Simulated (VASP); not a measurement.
```
CELL_PARAMETERS angstrom
      0.00000     2.67500     2.67500
      2.67500     0.00000     2.67500
      2.67500     2.67500     0.00000
ATOMIC_POSITIONS crystal
  K  0.00000 0.00000 0.00000
  F  0.50000 0.50000 0.50000
```

The base run (VASP): PBE GGA, plane waves, VASP's PBE PAW potentials (set 64). Numerical set-up: 520 eV cut-off, 8×8×8 Γ-centred mesh, Gaussian smearing of 0.050 eV, potentials K_sv F.

One setting is varied; ΔE counts from the base run. The base run took about 10 core-seconds. Times come from single runs on busy shared machines, so they are rough: good to a factor of about 2.

Pressures at a finite cut-off, here 520 eV, hold a Pulay part, which wasn't tested here.

| setting | cost over the base run | electronic steps | ΔE (meV/atom) | pressure (GPa) |
|---|---|---|---|---|
| KPOINTS 3×3×3 Monkhorst-Pack mesh | about 1/3 | 13 | 0.6 | 1.32 |
| KPOINTS 5×5×5 Monkhorst-Pack mesh | about 1/2 | 13 | 0.1 | 1.32 |
| KPOINTS 7×7×7 Monkhorst-Pack mesh | within a factor of 2 | 13 | 0.0 | 1.32 |
| base run | reference | 13 | 0.0 | 1.32 |
| KPOINTS 9×9×9 Monkhorst-Pack mesh | within a factor of 2 | 13 | 0.0 | 1.32 |

Left out are runs that failed, have no time on record or changed the cell.

The compound is KF in the rock salt structure. The cell was not relaxed at this level.
